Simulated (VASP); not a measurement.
```
TiN
1.0
    0.00000     2.12343     2.12343
    2.12343     0.00000     2.12343
    2.12343     2.12343     0.00000
Ti N
1 1
Direct
  0.00000   0.00000   0.00000
  0.50000   0.50000   0.50000
```

The numbers are results of optB88-vdW, VASP's PBE PAW potentials (set 64) (plane waves; VASP 6.6.1), not measurements. Numerical set-up: 520 eV cut-off, 15×15×15 Γ-centred mesh, first-order Methfessel-Paxton smearing of 0.10 eV, potentials Ti_sv N.

Task: Give the energy at these volumes per atom, relative to the lowest: 8.99, 9.28, 9.57, 9.85, 10.14 Å³.

Result: 34.4, 8.3, 0.0, 6.8, 26.5 meV/atom. A third-order Birch-Murnaghan fit gives B0 = 280 GPa and B0′ = 4.3.

Measured: bulk modulus 288 GPa (computed value off by -2.7 %), as given by V. Krasnenko et al., Solid State Sciences (2013), arXiv:1306.3139; a 4.239 Å (computed value off by +0.2 %), as given by Guo-Xu Zhang et al., New Journal of Physics (2018), doi:10.1088/1367-2630/aac7f0. The calculation is for a static lattice, while the measured bulk modulus, a hold thermal and zero-point effects, which are part of the difference.

The compound is TiN in the rock salt structure. It was relaxed first.
